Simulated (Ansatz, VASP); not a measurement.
# Pb2SO in two plane-wave programs

One calculation is typed for both programs; each brings its own data sets and cutoff. How far apart do they land? The cell is invented: As first built, before any earlier steps moved the atoms (in the runner's words): it takes the PbS structure with some of its atoms replaced by other elements, volume scaled by an estimate. It may not be a known or stable phase. The cell is taken from a series of VASP runs on this material, whose earlier steps may have relaxed, scaled or displaced it; both programs get it as it stands.

Main program and level: Ansatz 0.2.0; plane waves, with VASP 6.6.1 beside it; band structure at RPBE and band structure at r2SCAN.

### Step 1. Set-up

Symmetry: P-6m2, No. 187, hexagonal system. Conventional cell: a = 3.862 Å, b = 3.862 Å, c = 7.193 Å, α = 90.00°, β = 90.00°, γ = 120.00°. Nearest to Pb lie 3 O at 2.75 Å and 3 S at 2.98 Å. S has 6 Pb at 2.98 Å nearest. O has 6 Pb at 2.75 Å nearest. As first built, before any earlier steps moved the atoms (in the runner's words): sites of the PbS structure (space group 187) filled with other elements, volume scaled by an estimate. Farther neighbours and most contacts between anions are not listed.

### Step 2. Ansatz: band structure, RPBE

Ansatz runs on its default PAW (the set named soft_2) files.

A single point gives forces, pressure and levels at one fixed geometry, so differences don't come from the geometry; what else differs is listed under the comparison.

input.yaml

```yaml
crystal:
  lattice:
    - [3.8618406376, 9.0e-10, 0.0]
    - [-1.9309208178, 3.3444527311, 0.0]
    - [0.0, 0.0, 7.1930232245]
  atoms:
    - { symbol: Pb, position: [0.0, 0.0, 0.2752431486] }
    - { symbol: Pb, position: [0.0, 0.0, 0.7247568514] }
    - { symbol: S, position: [0.66666667, 0.33333333, 0.0] }
    - { symbol: O, position: [0.66666667, 0.33333333, 0.5] }
hamiltonian:
  xc: rpbe
  pseudopotentials: { kind: paw }
kpoints:
  mp_grid: { grid: [6, 6, 3] }
  band_path:
    path:
      - [0.0, 0.0, 0.0]
      - [0.13333, 0.0, 0.0]
      - [0.3, 0.0, 0.0]
      - [0.46667, 0.0, 0.0]
      - [0.46667, 0.06667, 0.0]
      - [0.41111, 0.17778, 0.0]
      - [0.35556, 0.28889, 0.0]
      - [0.28889, 0.28889, 0.0]
      - [0.17778, 0.17778, 0.0]
      - [0.06667, 0.06667, 0.0]
      - [0.0, 0.0, 0.03333]
      - [0.0, 0.0, 0.2]
      - [0.0, 0.0, 0.36667]
      - [0.0, 0.0, 0.5]
      - [0.16667, 0.0, 0.5]
      - [0.3, 0.0, 0.5]
      - [0.46667, 0.0, 0.5]
      - [0.46667, 0.06667, 0.5]
      - [0.41111, 0.17778, 0.5]
      - [0.35556, 0.28889, 0.5]
      - [0.28889, 0.28889, 0.5]
      - [0.17778, 0.17778, 0.5]
      - [0.06667, 0.06667, 0.5]
      - [0.5, 0.0, 0.46667]
      - [0.5, 0.0, 0.3]
      - [0.5, 0.0, 0.13333]
      - [0.33333, 0.33333, 0.0]
      - [0.33333, 0.33333, 0.16667]
      - [0.33333, 0.33333, 0.33333]
      - [0.33333, 0.33333, 0.5]
    npoints: 1
scf:
  occupations: { method: gaussian, width: 0.05 }
  n_extra_bands: 8
output:
  forces: true
  stress: true
  eigenvalues: true
```

On the command line:

```sh
$ ansatz run input.yaml --threads 2 --pin off --max-ram 4608MiB --backend cpu --events-out ev --progress --plain --runs-dir out
```

Numbers of over 12 decimals in the logs are rounded to 6 here.

What it wrote:

```text
Warning: the atoms were moved onto the symmetric positions of the space group found under crystal.symmetry.tolerance 1.0e-5 (fractional; no operation is sought that the atoms, as they stand in a round, miss by more than twice it, and no atom is moved by as much as it), and the run uses the moved positions. Before a round's move an operation carried an atom to 1.93e-8 Å from where it should land, the largest such dist [...]
scf.n_extra_bands = 8 over 20 filled bands (N_el = 40.0): the run solves 28 bands
Engine: ansatz 0.2.0, aarch64-unknown-linux-gnu
Pseudopotentials: kind: paw
Pseudopotential: Pb, paw, valence charge 14, recommended cutoff 420 eV (normal), Pb.paw.azcp
Pseudopotential: S, paw, valence charge 6, recommended cutoff 420 eV (normal), S.paw.azcp
Pseudopotential: O, paw, valence charge 6, recommended cutoff 420 eV (normal), O.paw.azcp
Functional definition: RPBE
  parameter kappa = 0.804
  parameter beta = 0.066725
  exchange = rpbe_x(kappa = kappa, mu = beta*pi^2/3)
  correlation = pbe_c(beta = beta)
Crystal: 4 atoms, lattice volume = 92.903 Å³
Basis set: ecut = 420 eV, 1837 PW (Γ), exchange–correlation on 54×54×100 points (8 copies of the dense FFT grid, shifted against one another)
Bands: 28, of which v1, the nominal top of the filled ones, is band 20 counted from 1 (19 counted from 0)
Symmetry: 12 space group operations
Space group: P-6m2 (ITA 187), of the structure as read, at distance tolerance 4.5e-5 Å
k-points: 14 of 108 (time reversal used)
Non-local potential: Pb, projectors of the file, l = 0: 2, l = 1: 2, l = 2: 2, l = 3: 2
Non-local potential: S, projectors of the file, l = 0: 2, l = 1: 2, l = 2: 2
Non-local potential: O, projectors of the file, l = 0: 2, l = 1: 2, l = 2: 1
PAW form: soft (Blöchl's): semilocal exchange-correlation on the pseudo side does not see the compensation charge
PAW frozen core: Pb, regenerated for the run's functional, and the local potential with it (the file was generated under x = pbe(κ = 0.804, μ = 0.219515), c = pbe(β = 0.066725))
PAW frozen core: S, regenerated for the run's functional, and the local potential with it (the file was generated under x = pbe(κ = 0.804, μ = 0.219515), c = pbe(β = 0.066725))
PAW frozen core: O, regenerated for the run's functional, and the local potential with it (the file was generated under x = pbe(κ = 0.804, μ = 0.219515), c = pbe(β = 0.066725))
PAW one-centre angular grid: Pb, 590 points (default); XC on 64 Gauss nodes
PAW one-centre angular grid: S, 110 points (default); XC on 64 Gauss nodes
PAW one-centre angular grid: O, 110 points (default); XC on 64 Gauss nodes
Initial density: superposition of atomic densities (neutral atoms: chi_scale 0, normalization atom), corrected by the library's trained network
Initial wavefunctions: pseudopotential atomic-orbital guess
Functional: x = rpbe, c = pbe(β = 0.066725)
SCF iter   1: F=—  HF=-25317.818363 eV  |F-HF|=—  |Δ(HF+E_count)|=         —  Δρ=4.70e-3  dr2=2.52e-2  ethr=1.77e-3  ⟨swp⟩=7.9  Hψ=1984  notcnv=0  defer=6
preconditioner: auto → Resta (q_TF=auto, 2.371 Å⁻¹)  ε∞=3.3  [insulator: Δε(μ)=0.059 eV  Ē_g=16.072 eV  σ=0.050 eV  W_gap=0.58  n_scr=22 (ndim 8)  ℏωp=24.4 eV  f_vac=0.009  D(μ)=0.41/eV (n_scr^D=2)  ε∞_Penn≈3.3]
SCF iter   2: F=—  HF=-25317.813289 eV  |F-HF|=—  |Δ(HF+E_count)|=   5.07e-3  Δρ=2.34e-3  dr2=7.65e-3  ethr=6.31e-5  ⟨swp⟩=2.0  Hψ=645  notcnv=0  defer=22
preconditioner: auto → Kerker (q_TF=auto, 2.371 Å⁻¹)  [metal: Δε(μ)=0.033 eV  Ē_g=16.053 eV  σ=0.050 eV  W_gap=0.34  n_scr=22 (ndim 8)  ℏωp=24.4 eV  f_vac=0.010  D(μ)=0.52/eV (n_scr^D=2)]
SCF iter   3: F=—  HF=-25317.813073 eV  |F-HF|=—  |Δ(HF+E_count)|=   2.15e-4  Δρ=5.27e-4  dr2=4.59e-4  ethr=1.91e-5  ⟨swp⟩=2.3  Hψ=502  notcnv=0  defer=22
SCF iter   4: F=—  HF=-25317.813153 eV  |F-HF|=—  |Δ(HF+E_count)|=   7.94e-5  Δρ=1.85e-4  dr2=6.87e-5  ethr=1.15e-6  ⟨swp⟩=2.1  Hψ=445  notcnv=0  defer=22
SCF iter   5: F=—  HF=-25317.813193 eV  |F-HF|=—  |Δ(HF+E_count)|=   3.97e-5  Δρ=6.12e-5  dr2=4.73e-6  ethr=1.72e-7  ⟨swp⟩=2.1  Hψ=504  notcnv=0  defer=22
SCF iter   6: F=—  HF=-25317.813198 eV  |F-HF|=—  |Δ(HF+E_count)|=   5.61e-6  Δρ=1.78e-5  dr2=6.91e-7  ethr=1.18e-8  ⟨swp⟩=2.1  Hψ=493  notcnv=0  defer=22
SCF iter   7: F=—  HF=-25317.813199 eV  |F-HF|=—  |Δ(HF+E_count)|=   5.90e-7  Δρ=7.49e-6  dr2=1.59e-7  ethr=1.73e-9  ⟨swp⟩=2.0  Hψ=466  notcnv=0  defer=22
SCF iter   8: F=-25317.813199 eV  HF=-25317.813199 eV  |F-HF|=4.34e-9  |Δ(HF+E_count)|=   5.89e-8  Δρ=2.40e-6  dr2=1.28e-8  ethr=2.50e-10  ⟨swp⟩=9.9  Hψ=1953  notcnv=0
SCF 1 converged in 8 iterations: F = -25317.813199 eV  dr2 = 1.28e-8
  greatest PAW one-centre occupation: 0.982 electrons in one spin orbital (limit 2), on the Pb atom at site 0 (counted from 0), in its partial waves of l = 2
NSCF: frozen V_eff on 30 k-points
SCF converged after 8 iterations
Free energy (F): -25317.813199 eV
Harris-Foulkes:  -25317.813199 eV  (|F-HF|=4.34e-9)
Internal energy: -25317.812494 eV  (E = F + TS)
E sigma→0 (E₀):  -25317.812846 eV
Entropy (-TS):   -0.000705 eV (-0.176 meV/atom)
Fermi energy:    8.593617 eV
--- Per-component energies (eV) ---
  E_band       = -110.850068
  E_kinetic    = 850.667723
  E_local      = -2676.314998  (includes V_loc(G=0)·N_el)
  E_nonlocal   = 774.769853
  E_hartree    = 1042.249324
  E_xc         = -613.936148
  E_vxc        = -445.556187  (∫ρ·V_xc dr)
  E_paw        = -21598.323425  (= ΣΔE_a)
  E_vpaw       = -698.914096  (= ΣTr[D̂ρ^β])
  E_aug_tail   = 0.002394  (compensation charges beyond the density's cutoff)
  E_ewald      = -3097.025898
  E_core_change = 0.098682  (= ΣΔE_core)
  E_smearing   = -0.000705  (= −TS)
  E_closure    = 0.000000  (closes the sum)
  Σ components = -25317.813199   (vs F -25317.813199, Δ=0.00e0)
--- Forces (eV/Å), atoms counted from 1 ---
  atom   1  Pb    -0.00000000    -0.00000000     0.00841805
  atom   2  Pb    -0.00000000    -0.00000000    -0.00841805
  atom   3  S      0.00000000     0.00000000     0.00000000
  atom   4  O      0.00000000     0.00000000     0.00000000
  max |Σ_I F_I| component: 1.30e-16 eV/Å
--- Stress (GPa, compression-positive) ---
        0.069594      -0.000000       0.000000
       -0.000000       0.069594       0.000000
        0.000000       0.000000       0.047402
  P = ⅓ Tr σ = 0.0622 GPa (0.622 kbar)
--- Band table (eV; the first three rows and the last of 14) ---
  k-point 0: bands = [... 16 lower, 6.7062, 7.5133, 7.5133, 8.6012, 9.3009, 13.0321, 13.0321, 13.8811, ... 4 higher]
  k-point 1: bands = [... 16 lower, 6.7436, 7.4716, 7.4716, 7.5007, 11.1403, 13.1827, 13.1827, 13.4334, ... 4 higher]
  k-point 2: bands = [... 16 lower, 6.5653, 6.7824, 7.3596, 7.8400, 10.4237, 11.6703, 12.6942, 13.1544, ... 4 higher]
  k-point 13: bands = [... 16 lower, 5.5948, 5.9283, 6.3268, 7.7689, 9.4758, 11.0593, 11.4206, 11.6853, ... 4 higher]
```

Elapsed: 6.8 s, on 2 threads of Arm Neoverse N1, shared host; peak memory 0.33 GiB; 13 s of CPU time.

In the SCF lines HF is the Harris–Foulkes energy and dr2 the Hartree energy of the density residual, in eV; the loop may stop once dr2 is under the threshold and the program's other checks hold. Hψ counts applications of the Hamiltonian.

### Step 3. VASP: band structure, RPBE

The same cell, functional, mesh and smearing now go to VASP, with its own data sets and cutoff.

Lines of VASP's logs that name or quote its potential files are left out, and so is its time.

INCAR

```
SYSTEM = Pb2SO
PREC = Accurate
ENCUT = 520
EDIFF = 1E-06
NELM = 100
ISMEAR = 0
SIGMA = 0.05
LREAL = .FALSE.
ALGO = Normal
GGA = RP
NBANDS = 34
LORBIT = 11
LWAVE = .FALSE.
LCHARG = .FALSE.
KPAR = 2
```

POSCAR

```
Pb2SO
1.0
    3.8618406376      0.0000000009      0.0000000000
   -1.9309208178      3.3444527311      0.0000000000
    0.0000000000      0.0000000000      7.1930232245
Pb S O
2 1 1
Direct
    0.0000000000      0.0000000000      0.2752431486
    0.0000000000      0.0000000000      0.7247568514
    0.6666666700      0.3333333300      0.0000000000
    0.6666666700      0.3333333300      0.5000000000
```

KPOINTS

```
Automatic mesh
0
Gamma
6 6 3
0 0 0
```

KPOINTS_OPT

```
Line mode
16
Line-mode
Reciprocal
  0.00000000   0.00000000   0.00000000 GAMMA
  0.50000000   0.00000000   0.00000000 M

  0.50000000   0.00000000   0.00000000 M
  0.33333333   0.33333333   0.00000000 K

  0.33333333   0.33333333   0.00000000 K
  0.00000000   0.00000000   0.00000000 GAMMA

  0.00000000   0.00000000   0.00000000 GAMMA
  0.00000000   0.00000000   0.50000000 A

  0.00000000   0.00000000   0.50000000 A
  0.50000000   0.00000000   0.50000000 L

  0.50000000   0.00000000   0.50000000 L
  0.33333333   0.33333333   0.50000000 H

  0.33333333   0.33333333   0.50000000 H
  0.00000000   0.00000000   0.50000000 A

  0.50000000   0.00000000   0.50000000 L
  0.50000000   0.00000000   0.00000000 M

  0.33333333   0.33333333   0.00000000 K
  0.33333333   0.33333333   0.50000000 H
```

Potentials, in the order of the species: Pb_d, S and O (PBE family, release 64).

On the command line:

```sh
$ mpirun -np 2 vasp_std
```

What it wrote:

```text
[banner, memory and clock lines left out]
running    2 mpi-ranks, on    1 nodes
 distrk:  each k-point on    1 cores,    2 groups
 distr:  one band on    1 cores,    1 groups

 POSCAR found type information on POSCAR PbS O
 POSCAR found :  3 types and       4 ions
|                                                                             |
|               ----> ADVICE to this user running VASP <----                  |
|                                                                             |
|     You enforced a specific xc type in the INCAR file but a different       |
|     [... a line on the potential file left out ...]
|     I HOPE YOU KNOW WHAT YOU ARE DOING!                                     |
|                                                                             |

 LDA part: xc-table for (Slater+PW92), standard interpolation
 POSCAR, INCAR and KPOINTS ok, starting setup
 FFT: planning ... GRIDC
 FFT: planning ... GRID_SOFT
 FFT: planning ... GRID
 WAVECAR not read
 entering main loop
       N       E                     dE             d eps       ncg     rms          rms(c)
DAV:   1     0.454822441938E+03    0.45482E+03   -0.18648E+04   952   0.132E+03
DAV:   2     0.373638045890E+02   -0.41746E+03   -0.39448E+03   952   0.375E+02
DAV:   3    -0.174767129608E+02   -0.54841E+02   -0.53091E+02  1186   0.150E+02
DAV:   4    -0.202737808768E+02   -0.27971E+01   -0.27870E+01  1160   0.345E+01
DAV:   5    -0.203759969658E+02   -0.10222E+00   -0.10218E+00  1264   0.696E+00    0.106E+01
DAV:   6    -0.178226264013E+02    0.25534E+01   -0.17847E+01  1374   0.215E+01    0.902E+00
DAV:   7    -0.170988014671E+02    0.72382E+00   -0.84396E+00  1336   0.909E+00    0.338E+00
DAV:   8    -0.170456700945E+02    0.53131E-01   -0.65768E-01  1186   0.388E+00    0.200E+00
DAV:   9    -0.170500172944E+02   -0.43472E-02   -0.10424E-01  1328   0.191E+00    0.509E-01
DAV:  10    -0.170472115469E+02    0.28057E-02   -0.31713E-02  1344   0.898E-01    0.140E-01
DAV:  11    -0.170483479794E+02   -0.11364E-02   -0.22875E-03  1038   0.250E-01    0.382E-02
DAV:  12    -0.170484803024E+02   -0.13232E-03   -0.30752E-04  1228   0.117E-01    0.261E-02
DAV:  13    -0.170484897434E+02   -0.94410E-05   -0.75426E-05  1192   0.460E-02    0.159E-02
DAV:  14    -0.170484924047E+02   -0.26613E-05   -0.15726E-05  1132   0.201E-02    0.560E-03
DAV:  15    -0.170484920948E+02    0.30993E-06   -0.16428E-06   910   0.665E-03
   1 F= -.17048492E+02 E0= -.17048141E+02  d E =-.702669E-03
 Start KPOINTS_OPT (optional k-point list driver)
k-point batch [1-14\144]
       N       E                     dE             ncg
DAV:   1     0.339165577744E+04   -0.42273E+04      952
DAV:   2    -0.238437162565E+04   -0.57760E+04      968
DAV:   3    -0.311822794022E+04   -0.73386E+03     1154
DAV:   4    -0.315796362713E+04   -0.39736E+02     1168
DAV:   5    -0.315942789989E+04   -0.14643E+01     1246
DAV:   6    -0.315950156546E+04   -0.73666E-01     1302
DAV:   7    -0.315950398512E+04   -0.24197E-02     1312
DAV:   8    -0.315950400615E+04   -0.21031E-04     1272
DAV:   9    -0.315950400638E+04   -0.22449E-06      822
[...]
k-point batch [141-144\144]
       N       E                     dE             ncg
DAV:   1     0.148780475610E+05   -0.47778E+04      272
DAV:   2     0.132152862693E+05   -0.16628E+04      280
DAV:   3     0.130131625933E+05   -0.20212E+03      326
DAV:   4     0.130036143533E+05   -0.95482E+01      328
DAV:   5     0.130032252428E+05   -0.38911E+00      408
DAV:   6     0.130032136652E+05   -0.11578E-01      336
DAV:   7     0.130032132297E+05   -0.43555E-03      416
DAV:   8     0.130032132267E+05   -0.29383E-05      332
DAV:   9     0.130032132267E+05   -0.60923E-07      224
```

OUTCAR, selected parts (step 3):

```text
ion  position               nearest neighbor table
   1  0.000  0.000  0.275-   4 2.75   4 2.75   4 2.75   3 2.98   3 2.98   3 2.98   2 3.23   2 3.96

  LATTYP: Found a hexagonal cell.
 ALAT       =     3.8618406376
 C/A-ratio  =     1.8625893452

 Subroutine GETGRP returns: Found 12 space group operations
 (whereof 12 operations were pure point group operations)

The static configuration has the point symmetry D_3h.

 Found     14 irreducible k-points:

   k-points           NKPTS =     14   k-points in BZ     NKDIM =     14   number of bands    NBANDS=     34

   dimension x,y,z NGX =    30 NGY =   30 NGZ =   54
   dimension x,y,z NGXF=    60 NGYF=   60 NGZF=  108

   ENCUT  =  520.0 eV  38.22 Ry    6.18 a.u.   7.18  7.18 13.37*2*pi/ulx,y,z

   NELECT =      40.0000    total number of electrons

 k-points in reciprocal lattice and weights: Automatic mesh
   0.00000000  0.00000000  0.00000000       0.009
   0.16666667  0.00000000  0.00000000       0.056
   0.33333333  0.00000000  0.00000000       0.056
   0.50000000  0.00000000  0.00000000       0.028
   0.16666667  0.16666667  0.00000000       0.056
   0.33333333  0.16666667  0.00000000       0.111
   0.33333333  0.33333333  0.00000000       0.019
   0.00000000  0.00000000  0.33333333       0.019
   0.16666667  0.00000000  0.33333333       0.111
[...]
0.33333333  0.16666667  0.33333333       0.222
   0.33333333  0.33333333  0.33333333       0.037

 average (electrostatic) potential at core
       1 -91.8922       2 -91.8922       3 -85.4608       4 -68.9348

 E-fermi :   5.6535

 k-point     1 :       0.0000    0.0000    0.0000
  band No.  band energies     occupation
    ...
     16       3.7701      2.00000
     17       3.7701      2.00000
     18       4.5773      2.00000
     19       4.5773      2.00000
     20       5.6601      0.85254
     21       6.3642      0.00000
     22      10.0953      0.00000
     23      10.0953      0.00000
     24      10.9444      0.00000
     25      10.9444      0.00000
    ...

 k-point     2 :       0.1667    0.0000    0.0000
  band No.  band energies     occupation
    ...
     16       3.5808      2.00000
     17       3.6309      2.00000
     18       3.8457      2.00000
     19       4.4235      2.00000
     20       4.8985      2.00000
     21       7.4868      0.00000
     22       8.7308      0.00000
     23       9.7565      0.00000
     24      10.2177      0.00000
     25      10.4400      0.00000
    ...

 k-point     3 :       0.3333    0.0000    0.0000
  band No.  band energies     occupation
    ...
     16       3.0071      2.00000
     17       3.1883      2.00000
     18       3.8107      2.00000
     19       4.0148      2.00000
     20       4.2188      2.00000
     21       7.3142      0.00000
     22       8.5344      0.00000
     23       8.7118      0.00000
     24       9.2112      0.00000
     25      10.8896      0.00000
    ...

  Total       -0.0044364     -0.0044364     -0.0226910      0.0000000      0.0000000      0.0000000
  in kB       -0.0765079     -0.0765080     -0.3913219      0.0000000      0.0000000      0.0000000
  external PRESSURE =      -0.1814459 kB  Pullay stress =       0.0000000 kB

  energy-cutoff  :      520.00
  volume of cell :       92.90
      direct lattice vectors                 reciprocal lattice vectors
     3.861840638  0.000000001  0.000000000     0.258943880  0.149501329  0.000000000
    -1.930920818  3.344452731  0.000000000    -0.000000000  0.299002581  0.000000000
     0.000000000  0.000000000  7.193023225     0.000000000  0.000000000  0.139023602

 POSITION                                       TOTAL-FORCE (eV/Angst)
 -----------------------------------------------------------------------------------
      0.00000      0.00000      1.97983        -0.000000     -0.000000      0.002162
      0.00000      0.00000      5.21319        -0.000000     -0.000000     -0.002162
      1.93092      1.11482      0.00000         0.000000      0.000000      0.000000
      1.93092      1.11482      3.59651         0.000000     -0.000000      0.000000
 -----------------------------------------------------------------------------------
    total drift:                               -0.000025      0.000030      0.000000

  FREE ENERGIE OF THE ION-ELECTRON SYSTEM (eV)
  ---------------------------------------------------
  free  energy   TOTEN  =       -17.0484920948 eV

  energy  without entropy=      -17.0477894255  energy(sigma->0) =      -17.04814076

 total charge
# of ion       s       p       d       tot
------------------------------------------
    1        1.491   0.471   9.845  11.807
    2        1.491   0.471   9.845  11.807
    3        1.357   2.347   0.000   3.704
    4        1.590   3.254   0.000   4.844
--------------------------------------------------
tot          5.929   6.542  19.690  32.162

[... 3 further parts left out ...]
```

The run ends at a pressure of -0.02 GPa, with forces up to 0.0022 eV/Å.

### Step 4. Differences

Known differences besides the potentials themselves: the cutoff is 420 eV in Ansatz and 520 eV in VASP; Ansatz makes its cores anew for this functional, VASP keeps those of its PBE data sets; VASP leaves aspherical gradient terms in its spheres out (LASPH is not set), Ansatz keeps them. Total energies have different zeros and are not compared.

Compared:

```csv
quantity,Ansatz,VASP,difference
pressure (GPa),0.06,-0.02,+0.08
pressure without Ansatz's Pulay correction (GPa),-0.07,-0.02,-0.05
```

At this near-relaxed geometry the largest component of a force difference is 6 meV/Å. Levels from 3 eV below to 2 eV above the Fermi level differ by 3 meV r.m.s. and 6 meV at most; each VASP level is matched to the nearest of Ansatz, which flatters the figure a little. Ansatz's pressure holds a Pulay correction of 0.13 GPa; VASP's holds none.

(Continued in part 2 of 2.)

[Lines on the potential files, build, host, timing and source positions are cut from VASP's logs without a mark.]

[Logs are printed without paths, hosts, clocks, repeated set-up lines and the standing remarks that a program may print on its own settings, such as how far it seeks lower states.]

[Hosts, paths, dates, database ids (printed as entryN), source tags and the programs' standing remarks are cut or masked in the printed files.]
